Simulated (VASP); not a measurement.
# CoS: single point with LDA+U

The system is CoS.

```xyz
2
Lattice="3.1098 0.0000 0.0000 0.0000 3.1098 0.0000 0.0000 0.0000 3.1098" Properties=species:S:1:pos:R:3 pbc="T T T"
Co    0.0000    0.0000    0.0000
S     1.5549    1.5549    1.5549
```

Measurements of this composition are mostly on another form, of space group No. 194.

```json
{"Program": "VASP 6.6.1", "Task": "single point", "Functional": "LDA", "Potentials or basis": "VASP PAW LDA potentials, release 64 (Co, S)", "Cutoff": "520 eV", "k mesh": "6 × 6 × 6", "Occupations": "gaussian, width 0.05 eV", "Spin": "collinear spin, ferromagnetic start", "Starting moments": "[2.0, 0.0] μB", "Hubbard terms": "Co d U = 6 eV", "Further INCAR settings": "ALGO = Normal; EDIFF = 1e-06; NBANDS = 18"}
```

The pressure is -6.5 GPa, the band gap on the k mesh is none (metal or under the smearing width) and the net moment is 2.97 μB per cell. The site moments are Co +2.65; S +0.20 μB and the valence electrons inside the program's atomic spheres are Co 7.70; S 3.70.

Levels at points of the mesh, in eV from the Fermi level:
Spin up:
| k point | band 5 | band 6 | band 7 | band 8 | band 9 | band 10 | band 11 | band 12 | band 13 | band 14 |
| --- | --- | --- | --- | --- | --- | --- | --- | --- | --- | --- |
| (0.00, 0.00, 0.00) | -7.02 | -7.02 | -1.68 | -1.68 | -1.68 | 0.92 | 5.78 | 5.78 | 13.99 | 13.99 |
| (0.50, 0.00, 0.00) | -7.09 | -6.87 | -5.46 | -0.10 | -0.10 | 4.40 | 6.58 | 6.91 | 7.60 | 7.60 |
| (0.50, 0.50, 0.00) | -6.70 | -5.96 | -5.96 | -5.92 | -0.65 | 0.07 | 8.79 | 9.25 | 9.25 | 10.71 |
| (0.50, 0.50, 0.50) | -5.90 | -5.90 | -2.73 | -2.73 | -2.73 | 1.30 | 1.30 | 1.30 | 4.92 | 19.52 |
Spin down:
| k point | band 4 | band 5 | band 6 | band 7 | band 8 | band 9 |
| --- | --- | --- | --- | --- | --- | --- |
| (0.00, 0.00, 0.00) | -1.37 | -1.37 | -1.37 | 0.69 | 0.69 | 0.69 |
| (0.50, 0.00, 0.00) | -3.80 | -1.72 | -1.72 | 0.80 | 2.35 | 2.35 |
| (0.50, 0.50, 0.00) | -5.20 | -4.06 | 0.14 | 0.16 | 0.16 | 0.35 |
| (0.50, 0.50, 0.50) | -4.99 | -4.04 | -4.04 | 1.69 | 1.69 | 1.69 |

Eigenvalues of the final occupation matrices:
| site | spin | trace | eigenvalues |
| --- | --- | --- | --- |
| site 1 d | 1 | 4.88 | 0.96 0.96 0.98 0.98 0.98 |
| site 1 d | 2 | 2.28 | 0.13 0.13 0.13 0.95 0.95 |

Run time: 9.9 s on 1 thread of Intel(R) Xeon(R) 6975P-C (Granite Rapids) (shared host), peak memory 0.13 GiB.

Caveat: a cell with one magnetic atom can't hold antiferromagnetic order, which such compounds often take. The state reached can hang on the start; a lower one may exist.
